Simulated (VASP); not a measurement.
Output of a VASP run:

**OSZICAR**
```
       N       E                     dE             d eps       ncg     rms          rms(c)
DAV:   1     0.111343404499E+03    0.11134E+03   -0.90103E+03  6728   0.135E+03
DAV:   2    -0.169712709388E+02   -0.12831E+03   -0.12082E+03  7828   0.336E+02
DAV:   3    -0.227924835145E+02   -0.58212E+01   -0.56838E+01  9740   0.641E+01
DAV:   4    -0.230216814559E+02   -0.22920E+00   -0.22906E+00  8864   0.121E+01
DAV:   5    -0.230268596436E+02   -0.51782E-02   -0.51795E-02  9568   0.159E+00    0.222E+01
DAV:   6    -0.195595424463E+02    0.34673E+01   -0.16937E+01  7600   0.291E+01    0.843E+00
DAV:   7    -0.194378136874E+02    0.12173E+00   -0.76995E-01  8124   0.717E+00    0.620E+00
DAV:   8    -0.194320528853E+02    0.57608E-02   -0.13622E-01  7452   0.341E+00    0.151E+00
DAV:   9    -0.194275246660E+02    0.45282E-02   -0.30638E-02  8464   0.118E+00    0.456E-01
DAV:  10    -0.194278552602E+02   -0.33059E-03   -0.19802E-03  7812   0.569E-01    0.355E-01
DAV:  11    -0.194276879990E+02    0.16726E-03   -0.62118E-04  7628   0.205E-01    0.176E-02
DAV:  12    -0.194276859711E+02    0.20279E-05   -0.11412E-05 10132   0.364E-02    0.108E-02
DAV:  13    -0.194276855537E+02    0.41741E-06   -0.30195E-07  4576   0.556E-03
   1 F= -.19427686E+02 E0= -.19427714E+02  d E =0.867052E-04
```

**OUTCAR**
```
------------------------ aborting loop because EDIFF is reached ----------------------------------------
  FORCE on cell =-STRESS in cart. coord.  units (eV):
  Direction    XX          YY          ZZ          XY          YZ          ZX
  --------------------------------------------------------------------------------------
  Total        0.4092458      2.0219549      0.9698715      0.0000000      0.0000000      0.0000000
  in kB       25.7217355    127.0830130     60.9579303      0.0000000      0.0000000      0.0000000
  external PRESSURE =      71.2542263 kB  Pullay stress =       0.0000000 kB
  volume of cell :       25.49
      direct lattice vectors                 reciprocal lattice vectors
     0.000000000  2.298791000  2.336917000    -0.210740606  0.217505637  0.213957107
     2.372585000  0.000000000  2.336917000     0.210740606 -0.217505637  0.213957107
     2.372585000  2.298791000  0.000000000     0.210740606  0.217505637 -0.213957107
 POSITION                                       TOTAL-FORCE (eV/Angst)
 -----------------------------------------------------------------------------------
      0.00000      0.00000      0.00000         0.529471      0.000000      0.000000
      2.46611      2.29879      2.33692        -0.529471      0.000000      0.000000
 -----------------------------------------------------------------------------------
    total drift:                                0.000119      0.000001     -0.000000
  FREE ENERGIE OF THE ION-ELECTRON SYSTEM (eV)
  ---------------------------------------------------
  free  energy   TOTEN  =       -19.4276855537 eV

  energy  without entropy=      -19.4277722589  energy(sigma->0) =      -19.42771446
```
(Selected blocks of OUTCAR.)

### POSCAR
```
ZrC
1
    0.0000000000     2.2987910000     2.3369170000
    2.3725850000     0.0000000000     2.3369170000
    2.3725850000     2.2987910000     0.0000000000
Zr C
1 1
Direct
  0.0000000000   0.0000000000   0.0000000000
  0.4802910000   0.5197090000   0.5197090000
```

Question: Reconstruct the remaining input files.

Answer: This is not unique; one that fits is the input of the run itself, PW91 GGA, plane waves, VASP's PBE PAW potentials (set 64).

File KPOINTS:
```
Automatic mesh
0
Gamma
12 12 12
0 0 0
```

### INCAR
```
SIGMA = 0.1
ENCUT = 520
ALGO = Normal   ! blocked Davidson
LCHARG = .FALSE.
ISIF = 2
LWAVE = .FALSE.
GGA = 91
LREAL = .FALSE.
EDIFF = 1E-6
SYSTEM = ZrC
PREC = Accurate
LASPH = .TRUE.   ! aspherical one-centre terms
ISMEAR = 1   ! Methfessel-Paxton
LMAXMIX = 4
NELM = 100   ! most electronic steps
```

POTCAR, in this order: Zr_sv C (PBE.64 set). Program: vasp_std.

The compound is ZrC in the rock salt structure. The cell was not relaxed at this level, atoms are displaced from their ideal sites. The run is one of a series of settings (GGA = 91 against the base run), some of them coarse on purpose.
